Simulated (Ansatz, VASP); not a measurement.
## Zn (Zinc): VASP beside Ansatz

One calculation is typed for both programs; each brings its own data sets. How far apart do they land? The cell is taken from a series of runs on this material, whose earlier steps may have relaxed, scaled, displaced or heated it; both programs get it as it stands.

Calculated with Ansatz 0.2.0; plane waves, with VASP 6.6.1 beside it; zone-centre phonons at PBEsol.

**1. Starting point**

Symmetry: P6_3/mmc, No. 194, hexagonal system. Conventional cell: a = 2.582 Å, b = 2.582 Å, c = 5.004 Å, α = 90.00°, β = 90.00°, γ = 120.00°. Zn has 6 Zn at 2.58 Å nearest.

**2. Ansatz: zone-centre phonons, PBEsol, pair 1**

Ansatz runs on its PAW soft_1 files.

Second derivatives magnify differences that forces hide, and they need a tight electronic threshold.

File input.yaml:

```yaml
crystal:
  lattice:
    - [2.5819743071, 0.0, 0.0]
    - [-1.2909871536, 2.2360553418, 0.0]
    - [0.0, 0.0, 5.0039478016]
  atoms:
    - { symbol: Zn, position: [0.3333333374, 0.6666666626, 0.25] }
    - { symbol: Zn, position: [0.6666666626, 0.3333333374, 0.75] }
kpoints:
  mp_grid: { grid: [18, 18, 8] }
hamiltonian:
  xc: pbesol
  pseudopotentials: { kind: paw, azcp: { folder: soft_1 }, xc_functional: pbe }
scf:
  occupations: { method: methfessel_paxton, width: 0.2 }
output:
  eigenvalues: true
phonons:
  method: dfpt
```

On the command line:

```sh
> ansatz run input.yaml --threads 4 --pin off --max-ram 10240MiB --backend cpu --events-out ev --progress --plain --runs-dir out
```

Numbers of over 12 decimals in the logs are rounded to 6 here.

Output:

```text
zone centre: on kpoints.mp_grid the ground state, and the responses unless they are solved on pairs of k-points, stand on 455 of the mesh's 2592 k-points, reduced under 4 symmetry operations, with k and −k counted as one. Each operation leaves every solved displacement unchanged or reverses it
Engine: ansatz 0.2.0, aarch64-unknown-linux-gnu
Pseudopotentials: kind: paw
Pseudopotential: Zn, paw, valence charge 12, recommended cutoff 420 eV (normal), soft_1/Zn.paw.azcp
Functional definition: PBEsol
  exchange = pbesol_x
  correlation = pbesol_c
Crystal: 2 atoms, lattice volume = 28.890 Å³
Basis set: ecut = 420 eV, 587 PW (Γ), exchange–correlation on 36×36×72 points (8 copies of the dense FFT grid, shifted against one another)
Bands: 16, of which v1, the nominal top of the filled ones, is band 12 counted from 1 (11 counted from 0)
Symmetry: 24 space group operations
k-points: 455 of 2592 (irreducible under 4 space group operations, time reversal used)
Non-local potential: Zn, projectors of the file, l = 0: 2, l = 1: 2, l = 2: 3, l = 3: 1
PAW form: soft (Blöchl's): semilocal exchange-correlation on the pseudo side does not see the compensation charge
PAW frozen core: Zn, regenerated for the run's functional, and the local potential with it (the file was generated under x = pbe(κ = 0.804, μ = 0.219515), c = pbe(β = 0.066725))
PAW one-centre angular grid: Zn, 590 points (default); XC on 64 Gauss nodes
Initial density: superposition of atomic densities (chi_scale 0.1, normalization cell)
Initial wavefunctions: pseudopotential atomic-orbital guess
Functional: x = pbesol(κ = 0.804, μ = 0.123457), c = pbesol(β = 0.046)
SCF iter   1: F=—  HF=-6562.115499 eV  |F-HF|=—  |Δ(HF+E_count)|=         —  Δρ=6.84e-2  dr2=1.01e0  ethr=3.10e-3  ⟨swp⟩=5.7  Hψ=42976  notcnv=0
preconditioner: auto → none  [metal: Δε(μ)=0.057 eV  Ē_g=12.704 eV  σ=0.200 eV  W_gap=0.24  n_scr=4 (ndim 8)  ℏωp=33.8 eV  f_vac=0.000  D(μ)=0.34/eV (n_scr^D=2)  sad-step TF]
SCF iter   2: F=—  HF=-6561.866977 eV  |F-HF|=—  |Δ(HF+E_count)|=   2.49e-1  S|Δr|=    0.00e0  Δρ=2.44e-2  dr2=8.29e-2  ethr=3.10e-3  ⟨swp⟩=2.0  Hψ=18004  notcnv=0  defer=6
SCF iter   3: F=—  HF=-6561.814758 eV  |F-HF|=—  |Δ(HF+E_count)|=   5.22e-2  S|Δr|=    0.00e0  Δρ=1.09e-2  dr2=2.46e-2  ethr=3.45e-4  ⟨swp⟩=2.0  Hψ=16751  notcnv=0  defer=6
SCF iter   4: F=—  HF=-6561.812334 eV  |F-HF|=—  |Δ(HF+E_count)|=   2.42e-3  S|Δr|=    0.00e0  Δρ=5.13e-3  dr2=2.26e-3  ethr=1.03e-4  ⟨swp⟩=2.1  Hψ=11664  notcnv=0  defer=6
SCF iter   5: F=—  HF=-6561.813287 eV  |F-HF|=—  |Δ(HF+E_count)|=   9.52e-4  S|Δr|=    0.00e0  Δρ=6.07e-4  dr2=3.29e-5  ethr=9.42e-6  ⟨swp⟩=2.0  Hψ=12685  notcnv=0  defer=6
SCF iter   6: F=—  HF=-6561.813298 eV  |F-HF|=—  |Δ(HF+E_count)|=   1.09e-5  S|Δr|=    0.00e0  Δρ=6.32e-5  dr2=4.01e-7  ethr=1.37e-7  ⟨swp⟩=2.0  Hψ=12705  notcnv=0  defer=6
SCF iter   7: F=—  HF=-6561.813298 eV  |F-HF|=—  |Δ(HF+E_count)|=   1.61e-7  S|Δr|=    0.00e0  Δρ=2.82e-6  dr2=9.29e-10  ethr=1.67e-9  ⟨swp⟩=2.0  Hψ=12420  notcnv=0  defer=6
SCF iter   8: F=-6561.813298 eV  HF=-6561.813298 eV  |F-HF|=9.09e-13  |Δ(HF+E_count)|=  2.14e-10  S|Δr|=    0.00e0  Δρ=1.31e-7  dr2=2.23e-12  ethr=1.00e-12  ⟨swp⟩=5.4  Hψ=43740  notcnv=0
SCF 1 converged in 8 iterations: F = -6561.813298 eV  dr2 = 2.23e-12
  greatest PAW one-centre occupation: 0.981 electrons in one spin orbital (limit 2), on the Zn atom at site 1 (counted from 0), in its partial waves of l = 2
DFPT response loops at Γ: preconditioner auto → Kerker (q_TF=auto, 2.645 Å⁻¹) (partly filled bands, converged f_vac=0.000); β = 1.00, the filter's whole step (`scf.mixing.beta` (0.50) is not read by the response loops under this deck's `scf.mixing.preconditioner`; to damp them name `kerker` or `kerker_dos`, under which they read `scf.mixing.beta`, and type it under 1.00, their step now; both keys bind the ground state too); Broyden in place of MSR1
SCF converged after 8 iterations
Stability not checked: this state was not tested for a lower state beside it, because cold or Methfessel-Paxton smearing, or corrected tetrahedra, fill the levels in a way that the test cannot read (fill_not_monotonic; see scf.lower_state_search)
Free energy (F): -6561.813298 eV
Harris-Foulkes:  -6561.813298 eV  (|F-HF|=9.09e-13)
Internal energy: -6561.813287 eV  (E = F + TS)
E sigma→0 (E₀):  -6561.813295 eV
Entropy (-TS):   -0.000011 eV (-0.005 meV/atom)
Fermi energy:    11.590791 eV
--- Per-component energies (eV) ---
  E_band       = 107.395518
  E_kinetic    = 296.709728
  E_local      = -3463.659770  (includes V_loc(G=0)·N_el)
  E_nonlocal   = 1634.908659
  E_hartree    = 1287.970108
  E_xc         = -156.923710
  E_vxc        = -104.560693  (∫ρ·V_xc dr)
  E_paw        = -3715.444674  (= ΣΔE_a)
  E_vpaw       = -831.942157  (= ΣTr[D̂ρ^β])
  E_aug_tail   = -0.000484  (compensation charges beyond the density's cutoff)
  E_ewald      = -2446.967856
  E_core_change = 1.594712  (= ΣΔE_core)
  E_smearing   = -0.000011  (= −TS)
  E_closure    = -0.000000  (closes the sum)
  Σ components = -6561.813298   (vs F -6561.813298, Δ=0.00e0)
--- Band table (eV; the first three rows and the last of 455) ---
  k-point 0: bands = [... 8 lower, 4.2860, 4.4718, 4.4718, 7.4940, 8.1286, 24.1280, 28.0098, 30.5265]
  k-point 1: bands = [... 8 lower, 4.2950, 4.4663, 4.4663, 6.3348, 9.4971, 22.6614, 29.5798, 30.6192]
  k-point 2: bands = [... 8 lower, 4.3197, 4.4502, 4.4502, 5.1533, 11.3242, 20.2588, 30.8904, 30.8904]
  k-point 454: bands = [... 8 lower, 4.5150, 4.5150, 8.8708, 8.8708, 15.9051, 15.9051, 17.5428, 17.5428]
--- Phonons (Γ-DFPT): 2 representative perturbations + reference, on 455 of 2592 k-points (Σ response iterations 7) ---
  k mesh reduced under 4 symmetry operations, with k and −k counted as one. Each operation leaves every solved displacement unchanged or reverses it
  ASR residual: 4.050e-5 → 0.000e0 eV/Å²; symmetrization residual: 1.784e-10 eV/Å²
  ASR residual per site (eV/Å²): 4.05e-5 4.05e-5
  Γ frequencies (cm⁻¹): 0.00 0.00 0.00 69.34 69.34 125.08
  non-analytic LO–TO correction: not included (Born effective charges unavailable; polar crystals: no LO–TO splitting at Γ)
```

In the SCF lines HF is the Harris–Foulkes energy and dr2 the Hartree energy of the density residual, in eV; the loop may stop once dr2 is under the threshold and the program's other checks hold. Hψ counts applications of the Hamiltonian.

**3. VASP: zone-centre phonons, PBEsol, pair 1**

The same cell, functional, mesh and smearing now go to VASP, with its own data sets.

Lines of VASP's logs that name or quote its potential files are left out, and so is its time.

File INCAR:

```
SYSTEM = Zn
PREC = Accurate
ENCUT = 500
EDIFF = 1E-08
NELM = 120
ISMEAR = 1
SIGMA = 0.2
LREAL = .FALSE.
ALGO = Normal
GGA = PS
NBANDS = 18
LORBIT = 11
LWAVE = .FALSE.
LCHARG = .FALSE.
ISIF = 2
IBRION = 8
LASPH = .TRUE.
GGA_COMPAT = .FALSE.
KPAR = 2
```

File POSCAR:

```
Zn
1.0
    2.5819743071      0.0000000000      0.0000000000
   -1.2909871536      2.2360553418      0.0000000000
    0.0000000000      0.0000000000      5.0039478016
Zn
2
Direct
    0.3333333374      0.6666666626      0.2500000000
    0.6666666626      0.3333333374      0.7500000000
```

File KPOINTS:

```
Automatic mesh
0
Gamma
18 18 8
0 0 0
```

PAW data sets: Zn (PBE family, release 64).

On the command line:

```sh
> mpirun -np 2 vasp_std
```

Output:

```text
[banner, memory and clock lines left out]
running    2 mpi-ranks, on    1 nodes
 distrk:  each k-point on    1 cores,    2 groups
 distr:  one band on    1 cores,    1 groups

 POSCAR found type information on POSCAR Zn
 POSCAR found :  1 types and       2 ions
|                                                                             |
|               ----> ADVICE to this user running VASP <----                  |
|                                                                             |
|     You enforced a specific xc type in the INCAR file but a different       |
|     [... a line on the potential file left out ...]
|     I HOPE YOU KNOW WHAT YOU ARE DOING!                                     |
|                                                                             |

 LDA part: xc-table for (Slater+PW92), standard interpolation
 POSCAR, INCAR and KPOINTS ok, starting setup
 FFT: planning ... GRIDC
 FFT: planning ... GRID_SOFT
 FFT: planning ... GRID
 WAVECAR not read
 entering main loop
       N       E                     dE             d eps       ncg     rms          rms(c)
DAV:   1     0.105318763765E+03    0.10532E+03   -0.12234E+04  6812   0.209E+03
DAV:   2     0.584897355354E+00   -0.10473E+03   -0.10194E+03  6690   0.293E+02
DAV:   3    -0.347673427193E+01   -0.40616E+01   -0.40474E+01  7484   0.666E+01
DAV:   4    -0.349780492326E+01   -0.21071E-01   -0.21064E-01  7280   0.488E+00
DAV:   5    -0.349783152384E+01   -0.26601E-04   -0.26600E-04  7248   0.154E-01    0.471E+00
DAV:   6    -0.319183139410E+01    0.30600E+00   -0.13060E+00  7204   0.250E+01    0.330E+00
DAV:   7    -0.317646840443E+01    0.15363E-01   -0.46764E-02  8504   0.385E+00    0.172E+00
DAV:   8    -0.316890816063E+01    0.75602E-02   -0.23455E-03  8906   0.730E-01    0.576E-02
DAV:   9    -0.316886847857E+01    0.39682E-04   -0.28620E-04  8888   0.233E-01    0.326E-02
DAV:  10    -0.316887260256E+01   -0.41240E-05   -0.22816E-05  6908   0.442E-02    0.280E-03
DAV:  11    -0.316887246400E+01    0.13856E-06   -0.60098E-07  7434   0.116E-02    0.228E-03
DAV:  12    -0.316887220756E+01    0.25644E-06   -0.12852E-08  5682   0.166E-03    0.483E-04
DAV:  13    -0.316887220073E+01    0.68349E-08   -0.15645E-08  3780   0.255E-03
   1 F= -.31688722E+01 E0= -.31688627E+01  d E =-.285868E-04
 Linear response reoptimize wavefunctions to high precision
DAV:   1    -0.316887219970E+01    0.10250E-08   -0.17806E-09  5192   0.357E-04
DAV:   2    -0.316887219972E+01   -0.14552E-10   -0.10133E-10  3610   0.113E-04
 Linear response DOF=           2
 Linear response progress:
  Degree of freedom:   1/  2
       N       E                     dE             d eps       ncg     rms          rms(c)
RMM:   1    -0.199952295836E+00   -0.19995E+00   -0.59409E-03 40176   0.176E+00
RMM:   2    -0.199799251943E+00    0.15304E-03   -0.68224E-04 43912   0.263E-01    0.532E-02
RMM:   3    -0.199341688267E+00    0.45756E-03   -0.40871E-05 52284   0.508E-02    0.302E-02
RMM:   4    -0.198859959389E+00    0.48173E-03   -0.41695E-05 51073   0.503E-02    0.249E-03
RMM:   5    -0.198867417302E+00   -0.74579E-05   -0.43212E-07 54257   0.442E-03    0.130E-03
RMM:   6    -0.198861692828E+00    0.57245E-05   -0.34052E-08 53966   0.131E-03    0.163E-04
RMM:   7    -0.198862690987E+00   -0.99816E-06   -0.83830E-09 54228   0.361E-04    0.371E-05
RMM:   8    -0.198862045894E+00    0.64509E-06    0.14628E-08 54605   0.103E-04    0.607E-06
RMM:   9    -0.198861926373E+00    0.11952E-06    0.11166E-09 54102   0.538E-05    0.149E-06
RMM:  10    -0.198861956076E+00   -0.29703E-07   -0.19764E-09 47495   0.375E-05    0.243E-07
RMM:  11    -0.198861958738E+00   -0.26623E-08   -0.27850E-09 39231   0.329E-05    0.138E-07
 first order change of Fermi-energy  -0.12217E-04
 force on displaced ion       1 direction 1 :  -0.588  -0.000   0.000
 Linear response progress:
  Degree of freedom:   2/  2
       N       E                     dE             d eps       ncg     rms          rms(c)
RMM:   1    -0.225486827352E+00   -0.22549E+00   -0.83152E-03 13406   0.201E+00
RMM:   2    -0.222816260447E+00    0.26706E-02   -0.12766E-03 13523   0.472E-01    0.502E-02
RMM:   3    -0.222772336784E+00    0.43924E-04   -0.47072E-05 16933   0.713E-02    0.291E-02
RMM:   4    -0.222693511568E+00    0.78825E-04   -0.58731E-05 17026   0.310E-02    0.543E-03
RMM:   5    -0.222676723840E+00    0.16788E-04   -0.25267E-05 17413   0.691E-03    0.136E-03
RMM:   6    -0.222673902903E+00    0.28209E-05   -0.55770E-06 17461   0.170E-03    0.310E-04
RMM:   7    -0.222673610893E+00    0.29201E-06   -0.10354E-06 16735   0.571E-04    0.838E-05
RMM:   8    -0.222672984022E+00    0.62687E-06   -0.26585E-07 16331   0.189E-04    0.385E-05
RMM:   9    -0.222672193820E+00    0.79020E-06   -0.11008E-07 17491   0.952E-05    0.394E-06
RMM:  10    -0.222672221401E+00   -0.27582E-07   -0.62681E-08 16393   0.474E-05    0.149E-06
RMM:  11    -0.222672215534E+00    0.58669E-08   -0.32191E-08 15091   0.378E-05    0.435E-07
 first order change of Fermi-energy   0.36979E-04
 force on displaced ion       1 direction 3 :  -0.000   0.000  -1.915
 Linear response finished
```

From OUTCAR (step 3):

```text
ion  position               nearest neighbor table
   1  0.333  0.667  0.250-   2 2.91   2 2.91   2 2.91   2 2.91   2 2.91   2 2.91
   2  0.667  0.333  0.750-   1 2.91   1 2.91   1 2.91   1 2.91   1 2.91   1 2.91

  LATTYP: Found a hexagonal cell.
 ALAT       =     2.5819743071
 C/A-ratio  =     1.9380316016

 Subroutine GETGRP returns: Found 24 space group operations
 (whereof 12 operations were pure point group operations)

The static configuration has the point symmetry D_3d.
 The point group associated with its full space group is D_6h.

 Found    185 irreducible k-points:

   k-points           NKPTS =    185   k-points in BZ     NKDIM =    185   number of bands    NBANDS=     18

   dimension x,y,z NGX =    20 NGY =   20 NGZ =   36
   dimension x,y,z NGXF=    40 NGYF=   40 NGZF=   72

   ENCUT  =  500.0 eV  36.75 Ry    6.06 a.u.   4.71  4.71  9.12*2*pi/ulx,y,z

   NELECT =      24.0000    total number of electrons

 k-points in reciprocal lattice and weights: Automatic mesh
   0.00000000  0.00000000  0.00000000       0.000
   0.05555556  0.00000000  0.00000000       0.002
   0.11111111  0.00000000  0.00000000       0.002
   0.16666667 -0.00000000  0.00000000       0.002
   0.22222222  0.00000000  0.00000000       0.002
   0.27777778  0.00000000  0.00000000       0.002
   0.33333333  0.00000000  0.00000000       0.002
   0.38888889 -0.00000000  0.00000000       0.002
   0.44444444  0.00000000  0.00000000       0.002
[...]
0.33333333  0.27777778  0.50000000       0.005
   0.33333333  0.33333333  0.50000000       0.001

 average (electrostatic) potential at core
       1 -36.5116       2 -36.5116

  Total        0.1062540      0.1062540     -0.1866791     -0.0000000      0.0000000      0.0000000
  in kB        5.8926249      5.8926249    -10.3528276     -0.0000000      0.0000000      0.0000000
  external PRESSURE =       0.4774741 kB  Pullay stress =       0.0000000 kB

  energy-cutoff  :      500.00
  volume of cell :       28.89
      direct lattice vectors                 reciprocal lattice vectors
     2.581974307  0.000000000  0.000000000     0.387300523  0.223608061  0.000000000
    -1.290987154  2.236055342  0.000000000     0.000000000  0.447216123  0.000000000
     0.000000000  0.000000000  5.003947802     0.000000000  0.000000000  0.199842213

 POSITION                                       TOTAL-FORCE (eV/Angst)
 -----------------------------------------------------------------------------------
      0.00000      1.49070      1.25099        -0.000000      0.000000      0.000000
      1.29099      0.74535      3.75296         0.000000     -0.000000      0.000000
 -----------------------------------------------------------------------------------
    total drift:                               -0.000001      0.000001     -0.000000

 Eigenvectors and eigenvalues of the dynamical matrix
 ----------------------------------------------------

   1 f  =    3.783317 THz    23.771284 2PiTHz  126.197884 cm-1    15.646536 meV
             X         Y         Z           dx          dy          dz
      0.000000  1.490704  1.250987    -0.000000    0.000000    0.707107
      1.290987  0.745352  3.752961     0.000000    0.000000   -0.707107

   2 f  =    2.096385 THz    13.171977 2PiTHz   69.927886 cm-1     8.669949 meV
             X         Y         Z           dx          dy          dz
      0.000000  1.490704  1.250987    -0.671345    0.222026   -0.000000
      1.290987  0.745352  3.752961     0.671345   -0.222026   -0.000000

   3 f  =    2.096385 THz    13.171977 2PiTHz   69.927886 cm-1     8.669949 meV
             X         Y         Z           dx          dy          dz
      0.000000  1.490704  1.250987    -0.222026   -0.671345    0.000000
      1.290987  0.745352  3.752961     0.222026    0.671345    0.000000

   4 f  =    0.000000 THz     0.000000 2PiTHz    0.000001 cm-1     0.000000 meV
             X         Y         Z           dx          dy          dz
      0.000000  1.490704  1.250987    -0.000000    0.248145    0.662136
      1.290987  0.745352  3.752961    -0.000000    0.248145    0.662136

   5 f/i=    0.000000 THz     0.000000 2PiTHz    0.000000 cm-1     0.000000 meV
             X         Y         Z           dx          dy          dz
      0.000000  1.490704  1.250987     0.707107   -0.000001    0.000001
      1.290987  0.745352  3.752961     0.707107   -0.000001    0.000001

   6 f/i=    0.000000 THz     0.000000 2PiTHz    0.000001 cm-1     0.000000 meV
             X         Y         Z           dx          dy          dz
      0.000000  1.490704  1.250987    -0.000001   -0.662136    0.248145
      1.290987  0.745352  3.752961    -0.000001   -0.662136    0.248145

 ELASTIC MODULI CONTR FROM IONIC RELAXATION (kBar)
 Direction    XX          YY          ZZ          XY          YZ          ZX
 --------------------------------------------------------------------------------
 XX          -1.2913      1.2913     -0.0000      0.0000      0.0000     -0.0000
 YY           1.2913     -1.2913      0.0000      0.0000      0.0000      0.0000
 ZZ          -0.0000      0.0000     -0.0000      0.0000      0.0000      0.0000
 XY           0.0000      0.0000      0.0000     -1.2913      0.0000     -0.0000
 YZ           0.0000      0.0000      0.0000      0.0000      0.0000      0.0000
 ZX          -0.0000      0.0000      0.0000     -0.0000      0.0000     -0.0000
 --------------------------------------------------------------------------------
```

**4. Differences**

Known differences besides the potentials themselves: the cutoff is 420 eV in Ansatz and 500 eV in VASP; Ansatz makes its cores anew for this functional, VASP keeps those of its PBE data sets. Total energies have different zeros and are not compared.

Compared:

```
                  quantity  Ansatz   VASP  difference
optical mode 1 to 2 (cm⁻¹)    69.3   69.9     -0.84 %
     optical mode 3 (cm⁻¹)   125.1  126.2     -0.89 %
```

Modes are paired by rising frequency, not by their patterns, so a pair may set unlike modes beside each other; they are those without the splitting of longitudinal modes.

(Continued in part 2 of 2.)

[Lines on the potential files, build, host, timing and source positions are cut from VASP's logs without a mark.]

[Logs are printed without paths, hosts, clocks, repeated set-up lines and the standing remarks that a program may print on its own settings, such as how far it seeks lower states.]

[Hosts, paths, dates, database ids (printed as entryN), source tags and the programs' standing remarks are cut or masked in the printed files.]
